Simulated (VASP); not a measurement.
Input:

```xyz
2
Lattice="0.0000 2.3421 2.3421 2.3421 0.0000 2.3421 2.3421 2.3421 0.0000" Properties=species:S:1:pos:R:3 pbc="T T T"
Zr     0.0000     0.0000     0.0000
C      2.3421     2.3421     2.3421
```

The numbers are results of vdW-DF-cx, VASP's PBE PAW potentials (set 64) (plane waves; VASP), not measurements. Run with 520 eV cut-off, Gaussian smearing of 0.050 eV, potentials Zr_sv C.

Q: Give the energies of bands 6 to 11 at the high-symmetry points, in eV from the Fermi level.

A: 
```json
[
 {"band": "6", "Γ": "0.92", "X": "-2.07", "U": "-3.10", "L": "-5.37", "W": "-2.69"},
 {"band": "7", "Γ": "0.92", "X": "-1.85", "U": "-2.31", "L": "-3.00", "W": "-2.38"},
 {"band": "8", "Γ": "0.92", "X": "0.05", "U": "-1.61", "L": "-3.00", "W": "-2.38"},
 {"band": "9", "Γ": "1.04", "X": "0.05", "U": "1.47", "L": "4.51", "W": "3.28"},
 {"band": "10", "Γ": "1.04", "X": "4.48", "U": "4.89", "L": "4.51", "W": "3.28"},
 {"band": "11", "Γ": "1.04", "X": "5.69", "U": "5.42", "L": "5.36", "W": "5.70"}
]
```

It has no gap at this level: it comes out as a metal or semimetal.

The compound is ZrC in the rock salt structure. It was relaxed first.
